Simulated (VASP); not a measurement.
OSZICAR of a VASP run on SrTiO3 (cubic perovskite):

### OSZICAR
```
       N       E                     dE             d eps       ncg     rms          rms(c)
DAV:   1     0.455965051217E+03    0.45597E+03   -0.21632E+04   960   0.185E+03
DAV:   2     0.198106614779E+01   -0.45398E+03   -0.44823E+03  1168   0.502E+02
DAV:   3    -0.464317173145E+02   -0.48413E+02   -0.46224E+02  1376   0.151E+02
DAV:   4    -0.485881563043E+02   -0.21564E+01   -0.21554E+01  1392   0.296E+01
DAV:   5    -0.486599112539E+02   -0.71755E-01   -0.71750E-01  1352   0.409E+00    0.265E+01
DAV:   6    -0.383201692091E+02    0.10340E+02   -0.66256E+01  1432   0.745E+01    0.153E+01
DAV:   7    -0.383953850049E+02   -0.75216E-01   -0.90953E+00  1192   0.234E+01    0.101E+01
DAV:   8    -0.384257608395E+02   -0.30376E-01   -0.19663E+00  1256   0.149E+01    0.289E+00
DAV:   9    -0.383517557082E+02    0.74005E-01   -0.45441E-01  1184   0.660E+00    0.907E-01
DAV:  10    -0.383564204595E+02   -0.46648E-02   -0.10663E-01  1336   0.242E+00    0.847E-01
DAV:  11    -0.383495600392E+02    0.68604E-02   -0.73143E-02  1400   0.239E+00    0.269E-01
DAV:  12    -0.383489282967E+02    0.63174E-03   -0.36220E-03  1128   0.660E-01    0.120E-01
DAV:  13    -0.383488240034E+02    0.10429E-03   -0.96661E-04  1384   0.276E-01    0.482E-02
DAV:  14    -0.383488445857E+02   -0.20582E-04   -0.12314E-04  1392   0.845E-02    0.192E-02
DAV:  15    -0.383488448205E+02   -0.23476E-06   -0.62348E-06  1328   0.166E-02    0.183E-02
DAV:  16    -0.383488434254E+02    0.13951E-05   -0.11006E-06  1176   0.845E-03    0.129E-02
DAV:  17    -0.383488423739E+02    0.10515E-05   -0.17633E-05  1216   0.465E-02    0.198E-02
DAV:  18    -0.383488422300E+02    0.14384E-06   -0.12892E-06  1160   0.914E-03    0.101E-02
DAV:  19    -0.383488422525E+02   -0.22487E-07   -0.93306E-08   624   0.243E-03
   1 F= -.38348842E+02 E0= -.38348842E+02  d E =-.148252E-20
```

**Question.** Which electronic solver shows in the log?

**Answer.** It is blocked Davidson (ALGO = Normal, or the opening steps of other solvers). The INCAR had ALGO = Normal.

**Question.** Can the final energy be trusted as converged?

**Answer.** Self-consistency was reached. It stopped with EDIFF = 1E-7, NELM = 100 (revPBE GGA, plane waves, VASP's PBE PAW potentials (set 64)).

The compound is SrTiO3 in the cubic perovskite structure, the ideal cubic form; the compound distorts at low or room temperature. This cell is one point of a volume scan, at 0.97 of the reference volume.
